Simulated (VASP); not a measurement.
An input for Ansatz (written as the equivalent of a VASP run, and not itself run):

Ansatz 0.2 input:
```yaml
crystal:
  lattice:
    - [0.0000000, 2.9550000, 2.9550000]
    - [2.9550000, 0.0000000, 2.9550000]
    - [2.9550000, 2.9550000, 0.0000000]
  atoms:
    - { symbol: Al, position: [0.2500000, 0.2500000, 0.2500000] }
    - { symbol: Al, position: [0.7500000, 0.7500000, 0.7500000] }
    - { symbol: Pt, position: [0.0000000, 0.0000000, 0.0000000] }
kpoints:
  mp_grid: { grid: [10, 10, 10] }
hamiltonian:
  xc: pbesol
  pseudopotentials: { kind: paw }
scf:
  occupations: { method: gaussian, width: 0.136 }
  max_iter: 100
output: { forces: true, stress: true, eigenvalues: true }
```

### Question
Write the VASP files for the same calculation (PBEsol).

### Answer
One answer among several that fit: 
**POSCAR**
```
PtAl2
1
    0.0000000000     2.9550000000     2.9550000000
    2.9550000000     0.0000000000     2.9550000000
    2.9550000000     2.9550000000     0.0000000000
Al Pt
2 1
Direct
  0.2500000000   0.2500000000   0.2500000000
  0.7500000000   0.7500000000   0.7500000000
  0.0000000000   0.0000000000   0.0000000000
```

**KPOINTS**
```
Automatic mesh
0
G
10 10 10
```

**INCAR**
```
# general
SYSTEM  = PtAl2
PREC    = Accurate
ENCUT   = 300   # plane-wave cut-off (eV)
LREAL   = F
LASPH   = T   # aspherical one-centre terms

# electronic loop
EDIFF   = 1E-6
NELM    = 100   # most electronic steps
ALGO    = Normal   # blocked Davidson
LMAXMIX = 6   # l cut-off of mixed one-centre charges

# smearing
ISMEAR  = 0
SIGMA   = 0.136

# functional
GGA     = PS

# ions
ISIF    = 2

# output
LWAVE   = F
LCHARG  = F
```

POTCAR, in this order: Al Pt (PBE.64 set). Program: vasp_std.

What does not carry over: each code has its own PAW files, so the cut-off isn't converted (ENCUT is set for VASP's; basis.ecutwfc is left out, and Ansatz then takes the one that its files recommend); Ansatz stops its SCF on the density residual and VASP on the energy change (EDIFF).

The structure is a typed PtAl2 crystal (Fm-3m). The cell was not relaxed at this level.
